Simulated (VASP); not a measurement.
Calculation: PW91 GGA, VASP's PBE PAW potentials (set 64) (plane waves; VASP 6.6.1).

VASP ran on this input.

### KPOINTS
```
k-points along high-symmetry lines
15
Line-mode
Reciprocal
  0.000000   0.000000   0.000000 ! GAMMA
 -0.500000  -0.500000   0.000000 ! X

 -0.500000  -0.500000   0.000000 ! X
 -0.375000  -0.375000   0.250000 ! U

 -0.375000   0.000000   0.375000 ! K
  0.000000   0.000000   0.000000 ! GAMMA

  0.000000   0.000000   0.000000 ! GAMMA
  0.000000   0.000000   0.500000 ! L

  0.000000   0.000000   0.500000 ! L
 -0.500000  -0.250000   0.250000 ! W

 -0.500000  -0.250000   0.250000 ! W
 -0.500000  -0.500000   0.000000 ! X
```

INCAR:
```
ALGO  =  Normal
EDIFF  =  1E-7
ENCUT  =  520
GGA  =  91
ICHARG  =  11
ISMEAR  =  0
LASPH  =  .TRUE.
LCHARG  =  .FALSE.
LMAXMIX  =  4
LORBIT  =  11
LREAL  =  .FALSE.
LWAVE  =  .FALSE.
NELM  =  100
PREC  =  Accurate
SIGMA  =  0.05
SYSTEM  =  ZnS
```

POSCAR:
```
ZnS
1
   -0.0000000000     2.7219910792     2.7219910792
    2.7219910792    -0.0000000000     2.7219910792
    2.7219910792     2.7219910792    -0.0000000000
Zn S
1 1
Direct
  0.0000000000   0.0000000000   0.0000000000
  0.2500000000   0.2500000000   0.2500000000
```

POTCAR, in this order: Zn S (PBE.64 set). Program: vasp_std. Read from the step before: CHGCAR.

The run wrote:

**OSZICAR**
```
       N       E                     dE             d eps       ncg     rms          rms(c)
DAV:   1     0.895042805540E+02    0.89504E+02   -0.93175E+03  2340   0.167E+03
DAV:   2     0.124037964669E+00   -0.89380E+02   -0.84733E+02  2570   0.289E+02
DAV:   3    -0.587491843165E+01   -0.59990E+01   -0.59639E+01  2880   0.731E+01
DAV:   4    -0.594633521977E+01   -0.71417E-01   -0.71386E-01  2670   0.843E+00
DAV:   5    -0.594734597759E+01   -0.10108E-02   -0.10107E-02  2855   0.958E-01
DAV:   6    -0.594736758732E+01   -0.21610E-04   -0.21610E-04  2780   0.141E-01
DAV:   7    -0.594736816984E+01   -0.58252E-06   -0.58252E-06  2825   0.221E-02
DAV:   8    -0.594736818583E+01   -0.15998E-07   -0.16032E-07  2481   0.382E-03
   1 F= -.59473682E+01 E0= -.59473682E+01  d E =-.943678E-13
```

File OUTCAR:
```
 val. band max:        1.8414029740   @ k =   0.0000   0.0000   0.0000

 cond. band min:       3.8467211750   @ k =   0.0000   0.0000   0.0000



 k-point     1 :       0.0000    0.0000    0.0000
  band No.  band energies     occupation
      1     -11.1276      2.00000
      2      -4.4497      2.00000
      3      -4.4497      2.00000
      4      -4.4497      2.00000
      5      -3.9821      2.00000
      6      -3.9821      2.00000
      7       1.8414      2.00000
      8       1.8414      2.00000
      9       1.8414      2.00000
     10       3.8467      0.00000
     11       8.2530      0.00000
     12       8.2530      0.00000
     13       8.2530      0.00000

 k-point     2 :      -0.0357   -0.0357    0.0000
  band No.  band energies     occupation
      1     -11.1151      2.00000
      2      -4.4512      2.00000
      3      -4.4466      2.00000
      4      -4.4466      2.00000
      5      -3.9835      2.00000
      6      -3.9813      2.00000
      7       1.7078      2.00000
      8       1.8057      2.00000
      9       1.8057      2.00000
     10       3.9924      0.00000
     11       8.1812      0.00000
     12       8.3063      0.00000
     13       8.3063      0.00000

 k-point     3 :      -0.0714   -0.0714    0.0000
  band No.  band energies     occupation
      1     -11.0777      2.00000
      2      -4.4554      2.00000
      3      -4.4374      2.00000
      4      -4.4374      2.00000
      5      -3.9875      2.00000
      6      -3.9787      2.00000
      7       1.3865      2.00000
      8       1.7031      2.00000
      9       1.7031      2.00000
     10       4.3470      0.00000
     11       7.9844      0.00000
     12       8.4621      0.00000
     13       8.4621      0.00000

 k-point     4 :      -0.1071   -0.1071    0.0000
  band No.  band energies     occupation
      1     -11.0166      2.00000
      2      -4.4617      2.00000
      3      -4.4223      2.00000
      4      -4.4223      2.00000
...
```

The density is held fixed in this step, so its total energy and stress have no physical meaning.

The compound is ZnS in the zinc blende structure. It was relaxed first.
